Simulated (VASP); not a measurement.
Given:

```yaml
crystal:
  lattice:
    - [0.00000, 2.51337, 2.51337]
    - [2.51337, 0.00000, 2.51337]
    - [2.51337, 2.51337, 0.00000]
  atoms:
    - { symbol: Hf, position: [0.00000, 0.00000, 0.00000] }
    - { symbol: O, position: [0.25000, 0.25000, 0.25000] }
    - { symbol: O, position: [0.75000, 0.75000, 0.75000] }
```

Computed with r2SCAN+rVV10, VASP's PBE PAW potentials (set 64) (plane waves; VASP). Numerical set-up: 520 eV cut-off, 8×8×8 Γ-centred mesh, Gaussian smearing of 0.050 eV, potentials Hf_pv O.

**Question.** Give the energy at these volumes per atom, relative to the lowest: 9.94, 10.26, 10.58, 10.89, 11.21 Å³.

**Answer.** 38.2, 9.3, 0.0, 7.5, 29.4 meV/atom. A third-order Birch-Murnaghan fit gives B0 = 281 GPa and B0′ = 4.2.

The compound is HfO2 in the fluorite structure, the high-temperature cubic form, which is unstable at 0 K; the monoclinic form is the stable one. It was relaxed first.
